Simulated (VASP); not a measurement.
Input of a VASP 6.6.1 run:

Contents of INCAR:

```
SYSTEM = MgAl18
ALGO = Fast ; EDIFF = 1E-6
EDIFFG = -0.03 ; ENCUT = 520
GGA = PE ; IBRION = 2
ISIF = 2 ; ISMEAR = -1
LASPH = .TRUE. ; LCHARG = .FALSE.
LREAL = Auto ; LWAVE = .FALSE.
NELM = 100 ; NSW = 80
PREC = Accurate ; SIGMA = 0.15
```

The input KPOINTS:

```
k-points
0
G
  3 2 1
  0 0 0
```

POSCAR

```
MgAl18
1.0
    5.7275650000      0.0000000000      0.0000000000
    4.2956740000      7.4403250000      0.0000000000
    0.0000000000      0.0000000000     17.6765370000
Al Mg
18 1
Selective dynamics
Direct
    0.1666667000      0.1111111000      0.0565722000  F F F
    0.6666667000      0.1111111000      0.0565722000  F F F
    0.1666667000      0.4444444000      0.0565722000  F F F
    0.6666667000      0.4444444000      0.0565722000  F F F
    0.1666667000      0.7777778000      0.0565722000  F F F
    0.6666667000      0.7777778000      0.0565722000  F F F
   -0.1666667000      0.2222222000      0.1888531000  T T T
    0.3333333000      0.2222222000      0.1888531000  T T T
   -0.1666667000      0.5555556000      0.1888531000  T T T
    0.3333333000      0.5555556000      0.1888531000  T T T
   -0.1666667000      0.8888889000      0.1888531000  T T T
    0.3333333000      0.8888889000      0.1888531000  T T T
    0.0000000000      0.0000000000      0.3211340000  T T T
    0.5000000000      0.0000000000      0.3211340000  T T T
    0.0000000000      0.3333333000      0.3211340000  T T T
    0.5000000000      0.3333333000      0.3211340000  T T T
    0.0000000000      0.6666667000      0.3211340000  T T T
    0.5000000000      0.6666667000      0.3211340000  T T T
    0.6562754000      0.7862170000      0.4427642000  T T T
```

Potentials or basis: VASP PAW PBE potentials, release 64 (Al, Mg).

Run with:

```console
$ cat potpaw_PBE.64/Al/POTCAR potpaw_PBE.64/Mg/POTCAR > POTCAR
$ mpirun -np 1 vasp_std > vasp.out
```

(1) Estimate the band gap on the k mesh.

(2) What does it give for the energy gained by relaxing?

## Answers

(1) none (metal or under the smearing width).

(2) 6.0 meV/atom.

Caveat: the k mesh is coarse (spacing up to 0.42 Å⁻¹), so the values aren't converged.
